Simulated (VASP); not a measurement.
# Ac2O3: NMR shieldings, part 2 of 3

What are the shielding tensors of Ac2O3? The cell has space group P-3m1. The start is a cell from a database of measured crystal structures.

VASP 6.6.1, plane waves and PAW; the level of theory is named at each step.

So far. Step 2 (Ground state): The cell has a gap of 3.47 eV on this mesh and a pressure of -6.6 GPa, which holds the misfit of the given cell and coordinates with this functional, and any error of cutoff, mesh and data sets. Spin-orbit coupling is left out, which can shift or reorder these edges. Forces of up to 1.8 eV/Å remain in these settings, so the given coordinates are far from this level's minimum.

The database entry behind the starting cell is an old determination (1949), so it need not match the best structure at ambient conditions.

### Step 3. Shielding tensors

This step: chemical shifts by linear response (GIPAW), LDA; plane waves and PAW (Ac, O) (VASP 6.6.1).

LCHIMAG computes the induced currents by linear response. It needs tightly converged orbitals and a cutoff well above the default; LEFG adds the field gradients at no cost.

The input, INCAR:

```
SYSTEM = Ac2O3
PREC = Accurate
ENCUT = 560
EDIFF = 1E-09
NELM = 100
ISMEAR = 0
SIGMA = 0.01
LREAL = .FALSE.
ALGO = Normal
GGA = CA
NBANDS = 26
LASPH = .TRUE.
LWAVE = .FALSE.
LCHARG = .FALSE.
KPAR = 8
LCHIMAG = .TRUE.
LEFG = .TRUE.
DQ = 0.001
ICHIBARE = 1
LNMR_SYM_RED = .TRUE.
```

The input, POSCAR:

```
Ac2O3
1.0
    4.0800000000      0.0000000000      0.0000000000
   -2.0400000000      3.5333836474      0.0000000000
    0.0000000000      0.0000000000      6.3000000000
Ac O
2 3
Direct
    0.6666666667      0.3333333333      0.7650000000
    0.3333333333      0.6666666667      0.2350000000
    0.6666666667      0.3333333333      0.3700000000
    0.3333333333      0.6666666667      0.6300000000
    0.0000000000      0.0000000000      0.0000000000
```

The input, KPOINTS:

```
Automatic mesh
0
Gamma
6 6 3
0 0 0
```

PAW data sets: Ac and O (PBE family, release 64).

On the command line:

```
> mpirun -np 8 vasp_std
```

What it wrote:

```text
[banner, memory and clock lines left out]
running    8 mpi-ranks, on    1 nodes
 distrk:  each k-point on    1 cores,    8 groups
 distr:  one band on    1 cores,    1 groups

 POSCAR found type information on POSCAR AcO
 POSCAR found :  2 types and       5 ions
 [... a notice as in an earlier step ...]

 [... a notice as in an earlier step ...]

 LDA part: xc-table for (Slater(with rela. corr.)+CA(PZ))
 , standard interpolation
 POSCAR, INCAR and KPOINTS ok, starting setup
 FFT: planning ... GRIDC
 FFT: planning ... GRID_SOFT
 FFT: planning ... GRID
 WAVECAR not read
 entering main loop
       N       E                     dE             d eps       ncg     rms          rms(c)
DAV:   1     0.509029559578E+03    0.50903E+03   -0.17599E+04   884   0.157E+03
DAV:   2     0.629014117275E+02   -0.44613E+03   -0.43747E+03  1044   0.417E+02
DAV:   3    -0.435261102416E+02   -0.10643E+03   -0.98876E+02  1452   0.179E+02
DAV:   4    -0.492404212073E+02   -0.57143E+01   -0.56983E+01  1288   0.457E+01
DAV:   5    -0.494744995045E+02   -0.23408E+00   -0.23381E+00  1672   0.821E+00    0.262E+01
DAV:   6    -0.436412697064E+02    0.58332E+01   -0.40244E+01   966   0.332E+01    0.226E+01
DAV:   7    -0.435779910868E+02    0.63279E-01   -0.48438E+00  1288   0.143E+01    0.128E+01
DAV:   8    -0.435044799501E+02    0.73511E-01   -0.96593E-01  1096   0.625E+00    0.196E+00
DAV:   9    -0.434605255876E+02    0.43954E-01   -0.21494E-01  1168   0.304E+00    0.363E-01
DAV:  10    -0.434625513876E+02   -0.20258E-02   -0.34135E-02  1336   0.102E+00    0.192E-01
DAV:  11    -0.434627597098E+02   -0.20832E-03   -0.62817E-03  1328   0.576E-01    0.117E-01
DAV:  12    -0.434625594124E+02    0.20030E-03   -0.19043E-03  1336   0.308E-01    0.357E-02
DAV:  13    -0.434625711647E+02   -0.11752E-04   -0.21744E-04  1144   0.932E-02    0.250E-02
DAV:  14    -0.434625627133E+02    0.84514E-05   -0.54491E-05  1464   0.490E-02    0.646E-03
DAV:  15    -0.434625629595E+02   -0.24620E-06   -0.84544E-06  1312   0.175E-02    0.364E-03
DAV:  16    -0.434625629623E+02   -0.28394E-08   -0.83601E-07  1248   0.552E-03    0.127E-03
DAV:  17    -0.434625629519E+02    0.10410E-07   -0.11186E-07  1176   0.222E-03    0.432E-04
DAV:  18    -0.434625629524E+02   -0.52842E-09   -0.39173E-08  1328   0.132E-03    0.297E-04
DAV:  19    -0.434625629516E+02    0.84219E-09   -0.80970E-09  1192   0.677E-04
ion   1
     0.0000000    -0.0000000     0.0000000     0.2641000     0.0000000     0.0000000
     0.0000709    -0.0000000     0.0000000     0.2641000     0.0000000     0.0000000
     0.0000976    -0.0000000     0.0000000     0.2641000     0.0000000     0.0000000
     0.0001345    -0.0000000     0.0000000     0.2641000     0.0000000     0.0000000
     0.0001852    -0.0000000     0.0000000     0.2641000     0.0000000     0.0000000

     0.0000000    -0.0000000    -0.0000000  -183.7248174     0.0000000     0.0000002
     0.0000709    -0.0000000    -0.0000000  -183.2459143     0.0000000     0.0000002
     0.0000976    -0.0000000    -0.0000000  -183.0306370     0.0000000     0.0000002
     0.0001345    -0.0000000    -0.0000000  -182.7104452     0.0000000     0.0000002
     0.0001852    -0.0000000    -0.0000000  -182.2363524     0.0000000     0.0000002

ion   2
     0.0000000    -0.0000000     0.0000000     0.2641000     0.0000000     0.0000000
     0.0000709    -0.0000000     0.0000000     0.2641000     0.0000000     0.0000000
     0.0000976    -0.0000000     0.0000000     0.2641000     0.0000000     0.0000000
     0.0001345    -0.0000000     0.0000000     0.2641000     0.0000000     0.0000000
     0.0001852    -0.0000000     0.0000000     0.2641000     0.0000000     0.0000000

     0.0000000    -0.0000000    -0.0000000  -183.7248174     0.0000000     0.0000002
     0.0000709    -0.0000000    -0.0000000  -183.2459143     0.0000000     0.0000002
     0.0000976    -0.0000000    -0.0000000  -183.0306370     0.0000000     0.0000002
     0.0001345    -0.0000000    -0.0000000  -182.7104452     0.0000000     0.0000002
     0.0001852    -0.0000000    -0.0000000  -182.2363524     0.0000000     0.0000002

ion   3
     0.0000000    -0.0000000    -0.0000000    -3.5434339     0.0000000     0.0000000
     0.0000293    -0.0000000    -0.0000000    -3.5434339     0.0000000     0.0000000
     0.0000403    -0.0000000    -0.0000000    -3.5434339     0.0000000     0.0000000
     0.0000555    -0.0000000    -0.0000000    -3.5434338     0.0000000     0.0000000
     0.0000765    -0.0000000    -0.0000000    -3.5434337     0.0000000     0.0000000

     0.0000000    -0.0000000    -0.0000000   -10.2239080     0.0000000     0.0000000
     0.0000293    -0.0000000    -0.0000000   -10.2239055     0.0000000     0.0000000
     0.0000403    -0.0000000    -0.0000000   -10.2239038     0.0000000     0.0000000
     0.0000555    -0.0000000    -0.0000000   -10.2239009     0.0000000     0.0000000
     0.0000765    -0.0000000    -0.0000000   -10.2238960     0.0000000     0.0000000

ion   4
     0.0000000    -0.0000000    -0.0000000    -3.5434339    -0.0000000     0.0000000
     0.0000293    -0.0000000    -0.0000000    -3.5434339    -0.0000000     0.0000000
     0.0000403    -0.0000000    -0.0000000    -3.5434339    -0.0000000     0.0000000
     0.0000555    -0.0000000    -0.0000000    -3.5434338    -0.0000000     0.0000000
     0.0000765    -0.0000000    -0.0000000    -3.5434337    -0.0000000     0.0000000

     0.0000000    -0.0000000    -0.0000000   -10.2239080    -0.0000000     0.0000000
     0.0000293    -0.0000000    -0.0000000   -10.2239055    -0.0000000     0.0000000
     0.0000403    -0.0000000    -0.0000000   -10.2239038    -0.0000000     0.0000000
     0.0000555    -0.0000000    -0.0000000   -10.2239009    -0.0000000     0.0000000
     0.0000765    -0.0000000    -0.0000000   -10.2238960    -0.0000000     0.0000000

ion   5
     0.0000000    -0.0000000     0.0000000     2.4979995     0.0000000     0.0000000
     0.0000293    -0.0000000     0.0000000     2.4979994     0.0000000     0.0000000
     0.0000403    -0.0000000     0.0000000     2.4979994     0.0000000     0.0000000
     0.0000555    -0.0000000     0.0000000     2.4979994     0.0000000     0.0000000
     0.0000765    -0.0000000     0.0000000     2.4979993     0.0000000     0.0000000

     0.0000000    -0.0000000     0.0000000     7.6043465     0.0000000     0.0000000
     0.0000293    -0.0000000     0.0000000     7.6043446     0.0000000     0.0000000
     0.0000403    -0.0000000     0.0000000     7.6043433     0.0000000     0.0000000
     0.0000555    -0.0000000     0.0000000     7.6043411     0.0000000     0.0000000
     0.0000765    -0.0000000     0.0000000     7.6043373     0.0000000     0.0000000

   1 F= -.43462563E+02 E0= -.43462563E+02  d E =-.236895E-74
[...]
RMM:   8    -0.151891338458E+03   -0.34351E-04   -0.99570E-05  3692   0.189E-02
RMM:   9    -0.151891342524E+03   -0.40658E-05   -0.18202E-05  3747   0.702E-03
RMM:  10    -0.151891343173E+03   -0.64936E-06   -0.17842E-06  3591   0.222E-03
RMM:  11    -0.151891343246E+03   -0.72660E-07   -0.28618E-07  3263   0.824E-04
RMM:  12    -0.151891343258E+03   -0.12080E-07   -0.35153E-08  2249   0.272E-04
RMM:  13    -0.151891343260E+03   -0.14123E-08   -0.53502E-09  1816   0.124E-04
RMM:  14    -0.151891343260E+03   -0.18630E-09   -0.50904E-10  1381   0.727E-05
BDIR= 3  IDIR= 1  IQ=  1
DAV:   1    -0.410391116711E+03   -0.41039E+03   -0.41228E-02  2096   0.112E+00
DAV:   2    -0.410391682119E+03   -0.56541E-03   -0.56541E-03  2576   0.439E-01
DAV:   3    -0.410391725673E+03   -0.43555E-04   -0.43555E-04  3132   0.103E-01
DAV:   4    -0.410391726480E+03   -0.80652E-06   -0.80655E-06  2782   0.135E-02
DAV:   5    -0.410391726509E+03   -0.28792E-07   -0.28716E-07  2880   0.217E-03
DAV:   6    -0.410391726511E+03   -0.20767E-08   -0.20950E-08  2372   0.444E-04
DAV:   7    -0.410391726511E+03   -0.16047E-09   -0.14586E-09  1648   0.129E-04
       N       E                     dE             d eps       ncg     rms
RMM:   1    -0.138385328196E+03   -0.13839E+03   -0.20135E+02  2509   0.805E+01
RMM:   2    -0.150165507402E+03   -0.11780E+02   -0.48278E+01  3315   0.204E+01
RMM:   3    -0.151664109478E+03   -0.14986E+01   -0.50358E+00  3688   0.667E+00
RMM:   4    -0.151863818240E+03   -0.19971E+00   -0.39869E-01  3646   0.163E+00
RMM:   5    -0.151875891225E+03   -0.12073E-01   -0.44322E-02  3734   0.525E-01
RMM:   6    -0.151877673931E+03   -0.17827E-02   -0.54724E-03  3709   0.165E-01
RMM:   7    -0.151877872041E+03   -0.19811E-03   -0.83526E-04  3777   0.583E-02
RMM:   8    -0.151877906090E+03   -0.34049E-04   -0.97775E-05  3706   0.188E-02
RMM:   9    -0.151877910124E+03   -0.40331E-05   -0.18256E-05  3785   0.702E-03
RMM:  10    -0.151877910765E+03   -0.64176E-06   -0.17172E-06  3648   0.222E-03
RMM:  11    -0.151877910839E+03   -0.73689E-07   -0.29515E-07  3332   0.828E-04
RMM:  12    -0.151877910852E+03   -0.12804E-07   -0.38421E-08  2285   0.273E-04
RMM:  13    -0.151877910853E+03   -0.14804E-08   -0.55575E-09  1831   0.123E-04
RMM:  14    -0.151877910854E+03   -0.18690E-09   -0.50841E-10  1384   0.724E-05
BDIR= 3  IDIR= 2  IQ= -1
DAV:   1    -0.410398080628E+03   -0.41040E+03   -0.41215E-02  2076   0.111E+00
DAV:   2    -0.410398651517E+03   -0.57089E-03   -0.57089E-03  2568   0.446E-01
DAV:   3    -0.410398690557E+03   -0.39040E-04   -0.39040E-04  3068   0.970E-02
DAV:   4    -0.410398691654E+03   -0.10962E-05   -0.10961E-05  2832   0.151E-02
DAV:   5    -0.410398691694E+03   -0.40593E-07   -0.40623E-07  2776   0.254E-03
DAV:   6    -0.410398691697E+03   -0.27351E-08   -0.27426E-08  2520   0.526E-04
DAV:   7    -0.410398691697E+03   -0.19651E-09   -0.20631E-09  1752   0.147E-04
       N       E                     dE             d eps       ncg     rms
RMM:   1    -0.138335007588E+03   -0.13834E+03   -0.20073E+02  2508   0.805E+01
RMM:   2    -0.150166229219E+03   -0.11831E+02   -0.49304E+01  3297   0.205E+01
RMM:   3    -0.151676611141E+03   -0.15104E+01   -0.52993E+00  3631   0.666E+00
RMM:   4    -0.151880589850E+03   -0.20398E+00   -0.41583E-01  3575   0.165E+00
RMM:   5    -0.151893493025E+03   -0.12903E-01   -0.48360E-02  3667   0.524E-01
RMM:   6    -0.151895294789E+03   -0.18018E-02   -0.52032E-03  3638   0.163E-01
RMM:   7    -0.151895484240E+03   -0.18945E-03   -0.81559E-04  3686   0.570E-02
RMM:   8    -0.151895516536E+03   -0.32295E-04   -0.87860E-05  3626   0.181E-02
RMM:   9    -0.151895520219E+03   -0.36833E-05   -0.16850E-05  3687   0.671E-03
RMM:  10    -0.151895520796E+03   -0.57662E-06   -0.14629E-06  3503   0.209E-03
RMM:  11    -0.151895520857E+03   -0.60874E-07   -0.24957E-07  3112   0.761E-04
RMM:  12    -0.151895520866E+03   -0.97961E-08   -0.25680E-08  2157   0.251E-04
RMM:  13    -0.151895520867E+03   -0.11173E-08   -0.45965E-09  1723   0.119E-04
RMM:  14    -0.151895520868E+03   -0.16948E-09   -0.47633E-10  1328   0.724E-05
BDIR= 3  IDIR= 2  IQ=  0
DAV:   1    -0.410392087973E+03   -0.41039E+03   -0.74710E-10  1144   0.212E-04
DAV:   2    -0.410392087973E+03    0.83787E-10   -0.14451E-10  1104   0.141E-04
       N       E                     dE             d eps       ncg     rms
RMM:   1    -0.138333929624E+03   -0.13833E+03   -0.20073E+02  2508   0.805E+01
RMM:   2    -0.150162667997E+03   -0.11829E+02   -0.49287E+01  3297   0.205E+01
RMM:   3    -0.151672391690E+03   -0.15097E+01   -0.52958E+00  3630   0.666E+00
RMM:   4    -0.151876431564E+03   -0.20404E+00   -0.41601E-01  3577   0.165E+00
RMM:   5    -0.151889253672E+03   -0.12822E-01   -0.47627E-02  3659   0.524E-01
RMM:   6    -0.151891107835E+03   -0.18542E-02   -0.53521E-03  3632   0.164E-01
RMM:   7    -0.151891305904E+03   -0.19807E-03   -0.87455E-04  3681   0.576E-02
RMM:   8    -0.151891338818E+03   -0.32914E-04   -0.87232E-05  3612   0.180E-02
RMM:   9    -0.151891342501E+03   -0.36829E-05   -0.16953E-05  3677   0.673E-03
RMM:  10    -0.151891343079E+03   -0.57782E-06   -0.14607E-06  3486   0.209E-03
RMM:  11    -0.151891343140E+03   -0.61000E-07   -0.25141E-07  3102   0.765E-04
RMM:  12    -0.151891343150E+03   -0.97872E-08   -0.25575E-08  2156   0.252E-04
RMM:  13    -0.151891343151E+03   -0.11130E-08   -0.45699E-09  1706   0.119E-04
RMM:  14    -0.151891343151E+03   -0.16959E-09   -0.42694E-10  1296   0.724E-05
BDIR= 3  IDIR= 2  IQ=  1
DAV:   1    -0.410384875713E+03   -0.41038E+03   -0.41238E-02  2084   0.111E+00
DAV:   2    -0.410385444613E+03   -0.56890E-03   -0.56890E-03  2552   0.445E-01
DAV:   3    -0.410385483903E+03   -0.39290E-04   -0.39291E-04  3052   0.970E-02
DAV:   4    -0.410385485141E+03   -0.12381E-05   -0.12381E-05  2824   0.159E-02
DAV:   5    -0.410385485179E+03   -0.38141E-07   -0.38102E-07  2752   0.253E-03
DAV:   6    -0.410385485182E+03   -0.24931E-08   -0.24879E-08  2512   0.520E-04
DAV:   7    -0.410385485182E+03   -0.24068E-09   -0.17952E-09  1744   0.140E-04
       N       E                     dE             d eps       ncg     rms
RMM:   1    -0.138332327017E+03   -0.13833E+03   -0.20072E+02  2507   0.805E+01
RMM:   2    -0.150158702320E+03   -0.11826E+02   -0.49273E+01  3297   0.205E+01
RMM:   3    -0.151667854150E+03   -0.15092E+01   -0.52935E+00  3631   0.666E+00
RMM:   4    -0.151871840787E+03   -0.20399E+00   -0.41551E-01  3576   0.165E+00
RMM:   5    -0.151884649160E+03   -0.12808E-01   -0.47565E-02  3667   0.523E-01
RMM:   6    -0.151886500315E+03   -0.18512E-02   -0.53493E-03  3639   0.163E-01
RMM:   7    -0.151886698080E+03   -0.19777E-03   -0.87042E-04  3687   0.575E-02
RMM:   8    -0.151886731022E+03   -0.32942E-04   -0.87623E-05  3619   0.181E-02
RMM:   9    -0.151886734722E+03   -0.36996E-05   -0.17022E-05  3692   0.675E-03
RMM:  10    -0.151886735301E+03   -0.57892E-06   -0.14606E-06  3493   0.210E-03
RMM:  11    -0.151886735362E+03   -0.61171E-07   -0.25367E-07  3118   0.766E-04
RMM:  12    -0.151886735372E+03   -0.97517E-08   -0.25184E-08  2169   0.251E-04
RMM:  13    -0.151886735373E+03   -0.11100E-08   -0.46393E-09  1729   0.118E-04
RMM:  14    -0.151886735373E+03   -0.15163E-09   -0.39135E-10  1320   0.712E-05
       N       E                     dE             d eps       ncg     rms
RLQ:   1    -0.213580703396E+01   -0.21358E+01   -0.31844E+01  1771   0.746E+01
RLQ:   2    -0.314281240701E+01   -0.10070E+01   -0.17661E+00  2886   0.399E+00
RLQ:   3    -0.319159162478E+01   -0.48779E-01   -0.17400E-01  3366   0.940E-01
RLQ:   4    -0.319644961039E+01   -0.48580E-02   -0.10414E-02  3418   0.220E-01
RLQ:   5    -0.319672924666E+01   -0.27964E-03   -0.12614E-03  3512   0.719E-02
RLQ:   6    -0.319677640161E+01   -0.47155E-04   -0.10629E-04  3466   0.210E-02
RLQ:   7    -0.319677979307E+01   -0.33915E-05   -0.15735E-05  3498   0.727E-03
RLQ:   8    -0.319678041398E+01   -0.62091E-06   -0.15334E-06  3098   0.211E-03
RLQ:   9    -0.319678046947E+01   -0.55494E-07   -0.27118E-07  2672   0.759E-04
RLQ:  10    -0.319678047826E+01   -0.87834E-08   -0.20017E-08  2127   0.236E-04
RLQ:  11    -0.319678047900E+01   -0.74929E-09   -0.32606E-09  1614   0.109E-04
```

The job ended after 5.1 min (8 MPI ranks of Intel Xeon 6975P-C (Granite Rapids), shared host; peak memory 5.1 GiB).

[end of part 2 of 3]

[Lines on the potential files, build, host, timing and source positions are cut from VASP's logs without a mark.]

[Logs are printed without paths, hosts, clocks, repeated set-up lines and the standing remarks that a program may print on its own settings, such as how far it seeks lower states.]

[Hosts, paths, dates, database ids (printed as entryN), source tags and the programs' standing remarks are cut or masked in the printed files.]
